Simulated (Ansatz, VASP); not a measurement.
# ScF3 in two plane-wave programs

Wanted: the spread between two codes on one cell, functional and k mesh. The cell is taken from a series of runs on this material, whose earlier steps may have relaxed, scaled, displaced or heated it; both programs get it as it stands.

Program: Ansatz 0.2.0. Level of theory: plane waves, with VASP 6.6.1 beside it; zone-centre phonons at LDA. Results are calculated unless marked as measured.

### Step 1. The starting structure

Symmetry: Pm-3m, No. 221, cubic system. Conventional cell: a = 4.012 Å, b = 4.012 Å, c = 4.012 Å, α = 90.00°, β = 90.00°, γ = 90.00°. Nearest to Sc lie 6 F at 2.01 Å. Nearest to F lie 2 Sc at 2.01 Å. Farther neighbours and most contacts between anions are not listed.

### Step 2. Ansatz: zone-centre phonons, LDA

Ansatz runs on its default PAW (the set named soft_2) files.

Second derivatives magnify differences that forces hide, and they need a tight electronic threshold.

File input.yaml:

```yaml
crystal:
  lattice:
    - [4.0122318829, 0.0, 0.0]
    - [0.0, 4.0122318829, 0.0]
    - [0.0, 0.0, 4.0122318829]
  atoms:
    - { symbol: Sc, position: [0.0, 0.0, 0.0] }
    - { symbol: F, position: [0.5, 0.0, 0.0] }
    - { symbol: F, position: [0.0, 0.5, 0.0] }
    - { symbol: F, position: [0.0, 0.0, 0.5] }
kpoints:
  mp_grid: { grid: [6, 6, 6] }
hamiltonian:
  xc: lda
scf:
  occupations: { method: fixed }
output:
  eigenvalues: true
phonons:
  method: dfpt
  dielectric: true
  rigid_motions: translations
  qmesh: [2, 2, 2]
  temperatures: { t_max: 1000, t_step: 50 }
  qpath:
    path:
      - [[0.0, 0.0, 0.0], [0.0, 0.5, 0.0], [0.5, 0.5, 0.0], [0.0, 0.0, 0.0], [0.5, 0.5, 0.5], [0.0, 0.5, 0.0]]
      - [[0.5, 0.5, 0.5], [0.5, 0.5, 0.0]]
    npoints: 10
```

Command:

```console
$ ansatz run input.yaml --threads 4 --pin off --max-ram 8192MiB --backend cpu --events-out ev --progress --plain --runs-dir out
```

Numbers of over 12 decimals in the logs are rounded to 6 here.

The program printed:

```text
Engine: ansatz 0.2.0, x86_64-unknown-linux-gnu
Pseudopotentials: kind: paw
Pseudopotential: Sc, paw, valence charge 11, recommended cutoff 420 eV (normal), Sc.paw.azcp
Pseudopotential: F, paw, valence charge 7, recommended cutoff 420 eV (normal), F.paw.azcp
Functional definition: SPW92
  exchange = slater_x
  correlation = pw_c
Crystal: 4 atoms, lattice volume = 64.589 Å³
Basis set: ecut = 420 eV, 1237 PW (Γ), exchange–correlation on 54×54×54 points (8 copies of the dense FFT grid, shifted against one another)
Bands: 20, of which v1, the nominal top of the filled ones, is band 16 counted from 1 (15 counted from 0)
Symmetry: 48 space group operations
k-points: 80 of 216 (irreducible under 2 space group operations, time reversal used)
Non-local potential: Sc, projectors of the file, l = 0: 3, l = 1: 2, l = 2: 3, l = 3: 1
Non-local potential: F, projectors of the file, l = 0: 2, l = 1: 2, l = 2: 1
PAW form: soft (Blöchl's): semilocal exchange-correlation on the pseudo side does not see the compensation charge
PAW frozen core: Sc, regenerated for the run's functional, and the local potential with it (the file was generated under x = pbe(κ = 0.804, μ = 0.219515), c = pbe(β = 0.066725))
PAW frozen core: F, regenerated for the run's functional, and the local potential with it (the file was generated under x = pbe(κ = 0.804, μ = 0.219515), c = pbe(β = 0.066725))
PAW one-centre angular grid: Sc, 590 points (default); XC on 64 Gauss nodes
PAW one-centre angular grid: F, 110 points (default); XC on 64 Gauss nodes
Initial density: superposition of atomic densities (neutral atoms: chi_scale 0, normalization atom), corrected by the library's trained network
Initial wavefunctions: pseudopotential atomic-orbital guess
Functional: x = slater, c = lda
SCF iter   1: F=—  HF=-4477.828043 eV  |F-HF|=—  |Δ(HF+E_count)|=         —  Δρ=1.81e-2  dr2=1.53e-1  ethr=1.77e-3  ⟨swp⟩=3.5  Hψ=6611  notcnv=0  defer=105
preconditioner: auto → Resta (q_TF=auto, 2.427 Å⁻¹)  ε∞=3.2  [insulator: Δε(μ)=5.912 eV  Ē_g=16.904 eV  n_scr=18 (ndim 8)  ℏωp=25.3 eV  f_vac=0.292  ε∞_Penn≈3.2]
SCF iter   2: F=—  HF=-4477.789023 eV  |F-HF|=—  |Δ(HF+E_count)|=   3.90e-2  Δρ=5.95e-3  dr2=9.15e-3  ethr=4.78e-4  ⟨swp⟩=2.0  Hψ=3131  notcnv=0  defer=128
SCF iter   3: F=—  HF=-4477.786349 eV  |F-HF|=—  |Δ(HF+E_count)|=   2.67e-3  Δρ=1.91e-3  dr2=1.32e-3  ethr=2.86e-5  ⟨swp⟩=2.0  Hψ=2509  notcnv=0  defer=131
SCF iter   4: F=—  HF=-4477.785956 eV  |F-HF|=—  |Δ(HF+E_count)|=   3.93e-4  Δρ=3.12e-4  dr2=5.01e-5  ethr=4.11e-6  ⟨swp⟩=2.0  Hψ=2967  notcnv=0  defer=145
SCF iter   5: F=—  HF=-4477.785951 eV  |F-HF|=—  |Δ(HF+E_count)|=   5.08e-6  Δρ=4.00e-5  dr2=1.35e-6  ethr=1.57e-7  ⟨swp⟩=2.0  Hψ=2397  notcnv=0  defer=7
SCF iter   6: F=—  HF=-4477.785955 eV  |F-HF|=—  |Δ(HF+E_count)|=   3.59e-6  Δρ=1.31e-5  dr2=1.43e-7  ethr=4.21e-9  ⟨swp⟩=2.4  Hψ=2450  notcnv=0  defer=4
SCF iter   7: F=—  HF=-4477.785955 eV  |F-HF|=—  |Δ(HF+E_count)|=   1.38e-7  Δρ=2.90e-6  dr2=6.80e-9  ethr=4.46e-10  ⟨swp⟩=2.4  Hψ=2647  notcnv=0  defer=4
SCF iter   8: F=-4477.785955 eV  HF=-4477.785955 eV  |F-HF|=4.82e-11  |Δ(HF+E_count)|=   2.08e-8  Δρ=4.46e-7  dr2=9.72e-11  ethr=1.00e-12  ⟨swp⟩=6.2  Hψ=9559  notcnv=0
SCF 1 converged in 8 iterations: F = -4477.785955 eV  dr2 = 9.72e-11
  greatest PAW one-centre occupation: 0.998 electrons in one spin orbital (limit 2), on the Sc atom at site 0 (counted from 0), in its partial waves of l = 0
DFPT response loops at Γ: preconditioner auto → none (the input reference at scf.mixing.eps_inf says where Resta's filter doesn't serve); β = 0.50; Broyden in place of MSR1
NSCF: frozen V_eff on 20 k-points
NSCF: frozen V_eff on 128 k-points
DFPT response loops at q = (0, 0, -0.5) (fractional): mixed as the last ones told, above
NSCF: frozen V_eff on 128 k-points
DFPT response loops at q = (0, -0.5, -0.5) (fractional): mixed as the last ones told, above
NSCF: frozen V_eff on 128 k-points
DFPT response loops at q = (-0.5, -0.5, -0.5) (fractional): mixed as the last ones told, above
SCF converged after 8 iterations
Free energy (F): -4477.785955 eV
Harris-Foulkes:  -4477.785955 eV  (|F-HF|=4.82e-11)
Internal energy: -4477.785955 eV  (E = F + TS)
E sigma→0 (E₀):  -4477.785955 eV
Fermi energy:    -0.611188 eV
--- Per-component energies (eV) ---
  E_band       = -397.252337
  E_kinetic    = 876.694889
  E_local      = -3371.680506  (includes V_loc(G=0)·N_el)
  E_nonlocal   = 307.376738
  E_hartree    = 1268.684535
  E_xc         = -337.563806
  E_vxc        = -432.054169  (∫ρ·V_xc dr)
  E_paw        = -1470.587475  (= ΣΔE_a)
  E_vpaw       = -314.964396  (= ΣTr[D̂ρ^β])
  E_aug_tail   = 0.006134  (compensation charges beyond the density's cutoff)
  E_ewald      = -1751.361142
  E_core_change = 0.644678  (= ΣΔE_core)
  E_smearing   = -0.000000  (= −TS)
  E_closure    = -0.000000  (closes the sum)
  Σ components = -4477.785955   (vs F -4477.785955, Δ=0.00e0)
--- Band table (eV; the first three rows and the last of 80) ---
  k-point 0: bands = [... 12 lower, -1.1977, -1.1488, -1.1488, -1.1488, 5.6037, 5.6037, 5.6037, 7.0298]
  k-point 1: bands = [... 12 lower, -1.3177, -1.2303, -1.1629, -1.1629, 5.6139, 5.8340, 5.8340, 7.3666]
  k-point 2: bands = [... 12 lower, -1.6022, -1.2918, -1.1600, -1.1600, 5.6345, 6.2918, 6.2918, 7.3932]
  k-point 79: bands = [... 12 lower, -2.9096, -0.6112, -0.6112, -0.6112, 7.2515, 7.2515, 7.2515, 10.1855]
--- Phonons (Γ-DFPT): 3 representative perturbations + reference, on 80 of 216 k-points (Σ response iterations 9) ---
  k mesh reduced under 2 symmetry operations, with k and −k counted as one. Each operation leaves every solved perturbation unchanged. A smaller set is not considered because the run solves the response to a homogeneous field
  ASR residual: 4.036e-4 → 0.000e0 eV/Å²; symmetrization residual: 5.530e-6 eV/Å²
  ASR residual per site (eV/Å²): 4.04e-4 2.46e-4 2.46e-4 2.46e-4
  Γ frequencies (cm⁻¹): 0.00 0.00 0.00 136.23 136.23 136.23 198.16 198.16 198.16 442.05 442.05 442.05
  ε∞ (high-frequency dielectric tensor):
        2.267988     0.000000     0.000000
        0.000000     2.267988    -0.000000
        0.000000     0.000000     2.267988
  ε⁰ (static dielectric tensor: ions relaxed, cell fixed):
        8.097136     0.000000     0.000000
        0.000000     8.097136     0.000000
        0.000000     0.000000     8.097136
  ε⁰ − ε∞ (ionic part):
        5.829148     0.000000     0.000000
        0.000000     5.829148     0.000000
        0.000000     0.000000     5.829148
  softest optical mode at Γ: 136.23 cm⁻¹; the repairs (sum rule, projections) moved no ω² at Γ by more than (2.11 cm⁻¹)²
  Born effective charges Z* (e; rows j = field, columns β = displacement):
    site 0:
         3.97405    0.00000    0.00000
         0.00000    3.97405    0.00000
         0.00000    0.00000    3.97405
    site 1:
        -2.69288   -0.00000   -0.00000
        -0.00000   -0.64058    0.00000
         0.00000    0.00000   -0.64058
    site 2:
        -0.64058    0.00000    0.00000
         0.00000   -2.69288   -0.00000
         0.00000   -0.00000   -0.64058
    site 3:
        -0.64058   -0.00000   -0.00000
         0.00000   -0.64058    0.00000
         0.00000    0.00000   -2.69288
  Z* charge neutrality: 3.173e-5 e pre-enforcement
  k-mesh period / interband length: 24.1 Å / 1.09 Å = 22.16 at k = (0.0000, 0.0000, 0.0000), direct gap 6.752 eV — 14 or more, which is no proof of convergence
  optical modes at Γ without the LO–TO term, one row a degenerate level:
      ω (cm⁻¹)  modes    IR ((D/Å)²/amu)
        136.23      3             0.0000
        198.16      3            12.5148
        442.05      3            41.2074
  optical modes at Γ + LO–TO along q̂ = [1.0000, 0.0000, 0.0000]:
      ω (cm⁻¹)  modes    IR ((D/Å)²/amu)
[...]
optical modes at Γ + LO–TO along q̂ = [0.0000, 1.0000, 0.0000]:
      ω (cm⁻¹)  modes    IR ((D/Å)²/amu)
[...]
251.83      1             0.5940
        442.05      2            27.4716
        657.26      1            17.3134
  optical modes at Γ + LO–TO along q̂ = [0.0000, 0.0000, 1.0000]:
      ω (cm⁻¹)  modes    IR ((D/Å)²/amu)
        136.23      3             0.0000
        198.16      2             8.3432
        251.83      1             0.5940
        442.05      2            27.4716
        657.26      1            17.3134
--- Phonons (arbitrary-q DFPT): 4 irreducible q on the 2×2×2 mesh ---
  q = [0.0000, 0.0000, 0.0000] (star 1, of the zone-centre solve; hermiticity 4.35e-7, symmetrization 4.72e-7): -0.00 -0.00 0.00 136.23 136.23 136.23 198.16 198.16 198.16 442.05 442.05 442.05
  q = [0.0000, 0.0000, -0.5000] (star 3, 7 solved perturbations in 400 linear systems a pass and spin channel, the states on 64 of 216 k-point pairs; hermiticity 2.36e-7, symmetrization 1.98e-13): 62.75 62.75 142.36 169.82 169.82 171.64 176.49 176.49 440.09 440.09 444.24 573.87
  q = [0.0000, -0.5000, -0.5000] (star 3, 7 solved perturbations in 400 linear systems a pass and spin channel, the states on 64 of 216 k-point pairs; hermiticity 1.80e-7, symmetrization 8.88e-14): 62.84 114.36 156.57 156.57 168.70 168.70 240.76 408.09 408.09 438.21 448.06 605.57
  q = [-0.5000, -0.5000, -0.5000] (star 1, 3 solved perturbations in 144 linear systems a pass and spin channel, the states on 64 of 216 k-point pairs; hermiticity 1.67e-13, symmetrization 3.09e-13): 62.68 62.68 62.68 235.86 235.86 235.86 387.98 387.98 387.98 446.78 446.78 630.03
  sum rule: each row above includes the acoustic sum rule's correction from the zone centre's row sums; it moved no ω² by more than (1.87 cm⁻¹)²
  mesh force constants: q→R imaginary residual 7.92e-48; ASR residual 4.036e-4 → 0.000e0 eV/Å²; symmetrization residual 2.665e-14 eV/Å²
  interpolated dispersion: 63 rows × 12 modes
  density of states and harmonic sums: on the 16×16×16 q-mesh, interpolated from the force constants of a 2×2×2 supercell (with the dipole–dipole term)
  largest difference from the sums on the solved wave vectors: F 1.10e-2 eV, S 3.73e-5 and C_V 3.18e-5 eV/K
  zero-point energy: 0.201837 eV/cell   skipped modes (ω ≤ 0): 3   left out of the sums: 6.10e-5 of the cell's modes: C_V's classical limit lies that fraction below 3 k_B per atom; for a crystal, a wire or a layer, F and S can be off by more, and a phonons.interpolated_qmesh denser along its periods is the remedy for the sampling
```

Reading the cycles: dr2 is the Hartree energy of the density residual (eV), the measure of convergence; HF is the Harris–Foulkes estimate of the energy, which meets the free energy F at convergence.

(Part 1 of 3 ends here.)

[Lines on the potential files, build, host, timing and source positions are cut from VASP's logs without a mark.]

[Logs are printed without paths, hosts, clocks, repeated set-up lines and the standing remarks that a program may print on its own settings, such as how far it seeks lower states.]

[Hosts, paths, dates, database ids (printed as entryN), source tags and the programs' standing remarks are cut or masked in the printed files.]
